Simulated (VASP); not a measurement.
Write the native input for VASP 6.6.1 that does the following.

```
Task                   : relaxation of cell and atoms
Functional             : PBE
Potentials or basis    : VASP PAW PBE potentials, release 64 (K_sv, Ru_pv, O)
Cutoff                 : 520 eV
k mesh                 : 4 × 4 × 2
Occupations            : gaussian, width 0.15 eV
Spin                   : no spin polarisation
Further INCAR settings : PREC = Normal; ALGO = Fast; EDIFF = 0.0001; IBRION = 2; EDIFFG = -0.08; NSW = 24; ISIF = 3
```

The structure of KRuO2 lies in POSCAR:

```
KRuO2
1.0
    3.9500000000      0.0000000000      0.0000000000
    0.0000000000      3.9500000000      0.0000000000
    0.0000000000      0.0000000000      8.1000000000
K Ru O
2 2 4
Direct
    0.0000000000      0.5000000000      0.3000000000
    0.5000000000      0.0000000000      0.7000000000
    0.5000000000      0.0000000000      0.1000000000
    0.0000000000      0.5000000000      0.9000000000
    0.5000000000      0.0000000000      0.3300000000
    0.0000000000      0.5000000000      0.6700000000
    0.5000000000      0.5000000000      0.0000000000
    0.0000000000      0.0000000000      0.0000000000
```

The cell was built by a generator and needn't be a form met in nature.

The input as run:

INCAR

```
PREC = Normal
ENCUT = 520
EDIFF = 1E-4
ISMEAR = 0
SIGMA = 0.15
LREAL = F
LASPH = T
NELM = 60
ALGO = Fast
ISIF = 3
LWAVE = F
LCHARG = F
GGA = PE
IBRION = 2
NSW = 24
EDIFFG = -0.08
```

KPOINTS

```
Automatic mesh
0
Gamma
  4 4 2
```

Potentials or basis: VASP PAW PBE potentials, release 64 (K_sv, Ru_pv, O).

Command:

```console
$ cat potpaw_PBE.64/K_sv/POTCAR potpaw_PBE.64/Ru_pv/POTCAR potpaw_PBE.64/O/POTCAR > POTCAR
$ mpirun -np 1 vasp_std > vasp.out
```

It gave:

| Item | Value |
| --- | --- |
| Relaxed volume | 16.16 Å³/atom |
| Relaxed cell | a = 3.994 Å, b = 3.994 Å, c = 8.103 Å, α = 90.00°, β = 90.00°, γ = 90.00° |
| Space group after relaxing (to 0.05 Å) | P4/nmm (No. 129) |
| Energy gained by relaxing | 113.6 meV/atom |
| Ionic steps | 23 |
| Pressure after relaxing | -0.1 GPa |
| Largest force after relaxing | 0.079 eV/Å |
| Band gap on the k mesh | none (metal or under the smearing width) |

Caveat: the k mesh is coarse (spacing up to 0.40 Å⁻¹), so the values aren't converged; the relaxation stopped at a loose force limit of 0.08 eV/Å, so its end isn't a converged minimum.

It took 8.8 min on 1 thread of Intel(R) Xeon(R) Platinum 8259CL CPU @ 2.50GHz (Skylake/Cascade Lake) (shared host), peak memory 0.21 GiB.
